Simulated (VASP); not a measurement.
```
CELL_PARAMETERS angstrom
      2.51920     0.00000     0.00000
     -1.25960     2.18169     0.00000
      0.00000     0.00000     4.16193
ATOMIC_POSITIONS crystal
  Cu 0.33333 0.66667 0.25000
  Cu 0.66667 0.33333 0.75000
```

Level of theory: r2SCAN meta-GGA, VASP's PBE PAW potentials (set 64) (plane waves; VASP). Run with 400 eV cut-off, 18×18×10 Γ-centred mesh, tetrahedra with Blöchl corrections, potentials Cu.

Question: Give the energies of bands 1 to 13 at the high-symmetry points, in eV from the Fermi level.

Answer: 
```csv
band,Γ,M,K,A,L,H
1,-9.93,-5.14,-4.47,-7.71,-5.20,-4.18
2,-5.45,-4.92,-4.32,-7.71,-5.20,-4.18
3,-3.28,-4.67,-4.32,-3.53,-4.14,-4.10
4,-3.19,-3.24,-4.08,-3.53,-4.14,-4.10
5,-3.19,-3.23,-3.41,-3.22,-2.56,-3.55
6,-2.97,-3.20,-3.41,-3.22,-2.56,-3.55
7,-2.97,-2.94,-2.74,-3.22,-2.05,-2.68
8,-2.63,-1.75,-1.98,-3.22,-2.05,-2.68
9,-2.63,-1.74,-1.98,-2.11,-1.69,-1.83
10,-1.88,-1.65,-1.93,-2.11,-1.69,-1.83
11,-1.88,0.00,3.22,-2.11,0.50,4.35
12,-1.25,1.75,3.78,-2.11,0.50,4.35
13,3.97,8.21,3.78,12.95,5.30,5.86
```

It has no gap at this level: it comes out as a metal or semimetal.

The structure comes from a computed database's Cu entry (P6_3/mmc); how it stands against other phases isn't given here. It was relaxed first.
